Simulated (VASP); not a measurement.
Output of a VASP run:

File OSZICAR:
```
...
DAV:  11    -0.242916680981E+01    0.17696E-06   -0.11814E-06  2840   0.166E-02
   1 F= 0.65054414E+01 E0= 0.65054837E+01  d E =0.650544E+01
       N       E                     dE             d eps       ncg     rms          rms(c)
DAV:   1    -0.149484365466E+02   -0.12519E+02   -0.25789E+02  4320   0.228E+02    0.381E+01
DAV:   2    -0.847907150875E+00    0.14101E+02   -0.35398E+01  4368   0.962E+01    0.727E+00
DAV:   3    -0.969656836364E-01    0.75094E+00   -0.17342E+00  5592   0.163E+01    0.368E+00
DAV:   4     0.825131235883E-01    0.17948E+00   -0.95304E-02  5064   0.319E+00    0.159E+00
DAV:   5     0.114376428633E+00    0.31863E-01   -0.28915E-02  5064   0.145E+00    0.303E-01
DAV:   6     0.113825643301E+00   -0.55079E-03   -0.15315E-03  5280   0.424E-01    0.166E-01
DAV:   7     0.113793476227E+00   -0.32167E-04   -0.72193E-05  5488   0.139E-01    0.320E-02
DAV:   8     0.113791778143E+00   -0.16981E-05   -0.55447E-06  4792   0.393E-02    0.174E-02
DAV:   9     0.113791756732E+00   -0.21410E-07   -0.58683E-08  2488   0.212E-03
   2 F= 0.72614079E+01 E0= 0.72613633E+01  d E =0.755966E+00
       N       E                     dE             d eps       ncg     rms          rms(c)
DAV:   1    -0.945335777319E+01   -0.95671E+01   -0.15660E+02  4320   0.199E+02    0.249E+01
DAV:   2    -0.289233553009E+01    0.65610E+01   -0.15248E+01  4368   0.619E+01    0.135E+01
DAV:   3    -0.227827136186E+01    0.61406E+00   -0.70242E-01  5320   0.129E+01    0.108E+01
DAV:   4    -0.204857942513E+01    0.22969E+00   -0.18026E-01  5512   0.586E+00    0.265E+00
DAV:   5    -0.204122625130E+01    0.73532E-02   -0.13369E-02  4792   0.930E-01    0.371E-01
DAV:   6    -0.204119552782E+01    0.30723E-04   -0.19929E-04  4736   0.143E-01    0.388E-01
DAV:   7    -0.204165423623E+01   -0.45871E-03   -0.45834E-04  4968   0.242E-01    0.308E-01
DAV:   8    -0.204155430068E+01    0.99936E-04   -0.22841E-04  4840   0.235E-01    0.179E-01
DAV:   9    -0.204155054277E+01    0.37579E-05   -0.59517E-06  4888   0.281E-02    0.114E-01
DAV:  10    -0.204154745372E+01    0.30890E-05   -0.63647E-06  4416   0.393E-02    0.279E-02
DAV:  11    -0.204154717593E+01    0.27779E-06   -0.93918E-07  2296   0.139E-02
   3 F= 0.64170160E+01 E0= 0.64170241E+01  d E =-.884255E-01
       N       E                     dE             d eps       ncg     rms          rms(c)
DAV:   1    -0.202040129105E+01    0.21146E-01   -0.44250E-02  4336   0.316E+00    0.312E-01
DAV:   2    -0.201828179276E+01    0.21195E-02   -0.51555E-03  4376   0.118E+00    0.124E-01
DAV:   3    -0.201812170573E+01    0.16009E-03   -0.31102E-04  5376   0.253E-01    0.911E-02
DAV:   4    -0.201809146766E+01    0.30238E-04   -0.31453E-05  4704   0.505E-02    0.862E-03
DAV:   5    -0.201809146028E+01    0.73828E-08   -0.82109E-07  3200   0.126E-02
   4 F= 0.64166872E+01 E0= 0.64167031E+01  d E =-.887542E-01
       N       E                     dE             d eps       ncg     rms          rms(c)
DAV:   1    -0.200869351475E+01    0.93980E-02   -0.75293E-03  4336   0.131E+00    0.128E-01
DAV:   2    -0.200833274241E+01    0.36077E-03   -0.87122E-04  4384   0.487E-01    0.528E-02
DAV:   3    -0.200830512662E+01    0.27616E-04   -0.52834E-05  5400   0.105E-01    0.386E-02
DAV:   4    -0.200829989379E+01    0.52328E-05   -0.54496E-06  4624   0.210E-02    0.362E-03
DAV:   5    -0.200829989635E+01   -0.25657E-08   -0.13677E-07  2240   0.501E-03
   5 F= 0.64166772E+01 E0= 0.64166960E+01  d E =-.887642E-01
```

OUTCAR:
```
------------------------ aborting loop because EDIFF is reached ----------------------------------------
  FORCE on cell =-STRESS in cart. coord.  units (eV):
  Direction    XX          YY          ZZ          XY          YZ          ZX
  --------------------------------------------------------------------------------------
  Total        8.4370087      8.4370484      8.4624232      0.0000000      0.0000000      0.0000000
  in kB      450.6426364    450.6447606    452.0000926      0.0000000      0.0000000      0.0000000
  external PRESSURE =       1.0958299 kB  Pullay stress =     450.0000000 kB
  volume of cell :       30.00
      direct lattice vectors                 reciprocal lattice vectors
     1.385336439 -2.399478752 -0.000000000     0.360923156 -0.208378590  0.000000000
     1.385336439  2.399478752  0.000000000     0.360923156  0.208378590  0.000000000
     0.000000000  0.000000000  4.511953716    -0.000000000 -0.000000000  0.221633479
 POSITION                                       TOTAL-FORCE (eV/Angst)
 -----------------------------------------------------------------------------------
      1.38534      0.79983      1.12799        -0.000000     -0.000000      0.000000
      1.38534     -0.79983      3.38397         0.000000      0.000000     -0.000000
 -----------------------------------------------------------------------------------
    total drift:                                0.000013      0.000134      0.000003
  FREE ENERGIE OF THE ION-ELECTRON SYSTEM (eV)
  ---------------------------------------------------
  free  energy   TOTEN  =        -2.0082998964 eV

  energy  without entropy=       -2.0082435809  energy(sigma->0) =       -2.00828112
  enthalpy is  TOTEN    =         6.4166772058 eV   P V=        8.4249771021

 reached required accuracy - stopping structural energy minimisation
```
(Selected blocks of OUTCAR.)

POSCAR:
```
Cd
1
    1.4126188945    -2.4467330389     0.0000000000
    1.4126188945     2.4467330389    -0.0000000000
    0.0000000000     0.0000000000     4.6018450313
Cd
2
Direct
  0.3333330000   0.6666670000   0.2500000000
  0.6666670000   0.3333330000   0.7500000000
```

Problem. Reconstruct the remaining input files.

Solution. One answer among several that fit: the input of the run itself, LDA (Ceperley-Alder, Perdew-Zunger), plane waves, VASP's LDA PAW potentials (set 64).

**INCAR**
```
! general
SYSTEM  = Cd
PREC    = Accurate
ENCUT   = 500
LREAL   = .False.
LASPH   = .True.

! electronic loop
EDIFF   = 1E-6
NELM    = 100
ALGO    = Normal
LMAXMIX = 4

! smearing
ISMEAR  = 1
SIGMA   = 0.1

! ions
IBRION  = 2
NSW     = 40
ISIF    = 3
EDIFFG  = -0.02
PSTRESS = 450

! output
LWAVE   = .False.
LCHARG  = .False.
```

### KPOINTS
```
Automatic mesh
0
Gamma
15 15 8
0 0 0
```

POTCAR, in this order: Cd (LDA.64 set). Program: vasp_std.

Energy and stress use the plane-wave basis of the starting cell.

The compound is Cd in the hcp structure. This run relaxes it under an external pressure of 45 GPa. Symmetry was kept, so distortions that lower it aren't found.
